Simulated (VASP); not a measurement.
Output of a VASP run:

OSZICAR:
```
       N       E                     dE             d eps       ncg     rms          rms(c)
DAV:   1     0.330160185575E+03    0.33016E+03   -0.22494E+04   480   0.164E+03
DAV:   2    -0.282022239289E+02   -0.35836E+03   -0.35478E+03   640   0.387E+02
DAV:   3    -0.486563685589E+02   -0.20454E+02   -0.20437E+02   752   0.948E+01
DAV:   4    -0.492572526906E+02   -0.60088E+00   -0.60076E+00   680   0.122E+01
DAV:   5    -0.492677667631E+02   -0.10514E-01   -0.10514E-01   672   0.128E+00    0.303E+01
DAV:   6    -0.417034404863E+02    0.75643E+01   -0.47599E+01   592   0.447E+01    0.136E+01
DAV:   7    -0.417027015549E+02    0.73893E-03   -0.34829E+00   720   0.107E+01    0.785E+00
DAV:   8    -0.416900493584E+02    0.12652E-01   -0.33470E-01   624   0.468E+00    0.727E-01
DAV:   9    -0.416874417474E+02    0.26076E-02   -0.66289E-02   640   0.151E+00    0.454E-01
DAV:  10    -0.416892013427E+02   -0.17596E-02   -0.17518E-02   648   0.117E+00    0.256E-01
DAV:  11    -0.416887458323E+02    0.45551E-03   -0.26818E-03   624   0.443E-01    0.375E-02
DAV:  12    -0.416887934919E+02   -0.47660E-04   -0.16423E-04   632   0.100E-01    0.388E-02
DAV:  13    -0.416887956066E+02   -0.21148E-05   -0.27316E-05   736   0.385E-02    0.541E-03
DAV:  14    -0.416887957424E+02   -0.13578E-06   -0.26433E-06   680   0.118E-02    0.262E-03
DAV:  15    -0.416887957875E+02   -0.45084E-07   -0.60577E-07   608   0.645E-03
   1 F= -.41688796E+02 E0= -.41688796E+02  d E =-.138118E-13
```

### OUTCAR
```
------------------------ aborting loop because EDIFF is reached ----------------------------------------
  FORCE on cell =-STRESS in cart. coord.  units (eV):
  Direction    XX          YY          ZZ          XY          YZ          ZX
  --------------------------------------------------------------------------------------
  Total        2.2104164      2.2104164      2.2104164     -0.0000000     -0.0000000     -0.0000000
  in kB       48.0140734     48.0140734     48.0140734     -0.0000000     -0.0000000     -0.0000000
  external PRESSURE =      48.0140734 kB  Pullay stress =       0.0000000 kB
  volume of cell :       73.76
      direct lattice vectors                 reciprocal lattice vectors
     4.193777380  0.000000000  0.000000000     0.238448518  0.000000000  0.000000000
     0.000000000  4.193777380  0.000000000     0.000000000  0.238448518  0.000000000
     0.000000000  0.000000000  4.193777380     0.000000000  0.000000000  0.238448518
 POSITION                                       TOTAL-FORCE (eV/Angst)
 -----------------------------------------------------------------------------------
      0.00000      0.00000      0.00000         0.000000      0.000000      0.000000
      2.09689      2.09689      2.09689         0.000000      0.000000      0.000000
      2.09689      0.00000      2.09689         0.000000      0.000000      0.000000
      0.00000      2.09689      2.09689         0.000000      0.000000      0.000000
      2.09689      2.09689      0.00000         0.000000      0.000000      0.000000
 -----------------------------------------------------------------------------------
    total drift:                                0.000000     -0.000000     -0.000000
  FREE ENERGIE OF THE ION-ELECTRON SYSTEM (eV)
  ---------------------------------------------------
  free  energy   TOTEN  =       -41.6887957875 eV

  energy  without entropy=      -41.6887957875  energy(sigma->0) =      -41.68879579
```
(Selected blocks of OUTCAR.)

**POSCAR**
```
BaZrO3
1
    4.1937773798     0.0000000000     0.0000000000
    0.0000000000     4.1937773798     0.0000000000
    0.0000000000     0.0000000000     4.1937773798
Ba Zr O
1 1 3
Direct
  0.0000000000   0.0000000000   0.0000000000
  0.5000000000   0.5000000000   0.5000000000
  0.5000000000   0.0000000000   0.5000000000
  0.0000000000   0.5000000000   0.5000000000
  0.5000000000   0.5000000000   0.0000000000
```

Q: Reconstruct the remaining input files.

A: One answer among several that fit: the input of the run itself, PBE GGA, plane waves, VASP's PBE PAW potentials (set 64).

### INCAR
```
SYSTEM = BaZrO3
PREC = Accurate
ENCUT = 520
EDIFF = 1E-7
NELM = 100
ALGO = Normal
LREAL = .FALSE.
LASPH = .TRUE.
ISMEAR = 0
SIGMA = 0.05
GGA = PE
LMAXMIX = 4
LWAVE = .FALSE.
LCHARG = .FALSE.
ISIF = 2
```

**KPOINTS**
```
Automatic mesh
0
Gamma
5 5 5
0 0 0
```

POTCAR, in this order: Ba_sv Zr_sv O (PBE.64 set). Program: vasp_std.

The compound is BaZrO3 in the cubic perovskite structure. This cell is one point of a volume scan, at 0.97 of the reference volume.
